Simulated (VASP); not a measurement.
The system is TaSi2.

```xyz
9
Lattice="4.7800 0.0000 0.0000 -2.3900 4.1396 0.0000 0.0000 0.0000 6.5640" Properties=species:S:1:pos:R:3 pbc="T T T"
Ta    2.3900    0.0000    3.2820
Ta    1.1950    2.0698    5.4700
Ta   -1.1950    2.0698    1.0940
Si    0.0000    1.3797    3.2820
Si    3.5851    0.6899    5.4700
Si    1.1951    3.4497    1.0940
Si    2.3900    2.7599    3.2820
Si   -1.1951    3.4497    5.4700
Si    1.1949    0.6899    1.0940
```

```yaml
Program: VASP 6.6.1
Task: relaxation of cell and atoms
Functional: PBEsol
Potentials_or_basis: VASP PAW PBE potentials, release 64 (Ta_pv, Si)
Cutoff: 600 eV
k_mesh: 9 × 9 × 6
Occupations: methfessel-paxton, width 0.1 eV
Spin: no spin polarisation
```

At the start: pressure -0.9 GPa; volume 14.43 Å³/atom.

Where does the relaxation end?

Over 10 steps the energy falls by 17.2 meV/atom and the volume is 14.32 Å³/atom (-0.7 %); space group P6_222 (No. 180, to 0.05 Å).

Step by step:
```
step  energy change (eV)  largest force (eV/Å)  pressure (GPa)  volume (Å³)
   1              0.0000                0.7599           -0.90       129.88
   2             -0.1253                0.3241            0.71       128.36
   3             -0.1347                0.1391            1.43       127.83
   4             -0.1486                0.0814           -1.52       129.90
   5             -0.1528                0.0102           -0.60       129.22
   6             -0.1525                0.0128            0.72       128.49
   7             -0.1548                0.0113            0.03       128.87
   8             -0.1548                0.0113            0.04       128.86
   9             -0.1548                0.0114            0.06       128.85
  10             -0.1549                0.0036           -0.04       128.92
```

Final structure:
```
Ta Si
1.0
     4.76399    0.00000    0.00000
    -2.38200    4.12574    0.00000
     0.00000    0.00000    6.55908
Ta Si
3 6
Cartesian
  2.3820 0.0000 3.2795
  1.1910 2.0629 5.4659
  3.5730 2.0629 1.0932
  0.0000 1.3129 3.2795
  3.6270 0.6564 5.4659
  1.2450 3.4693 1.0932
  2.3820 2.8129 3.2795
  -1.2450 3.4693 5.4659
  1.1370 0.6564 1.0932
```

Caveat: the PAW data sets were made with another functional, which shifts forces and pressure a little.
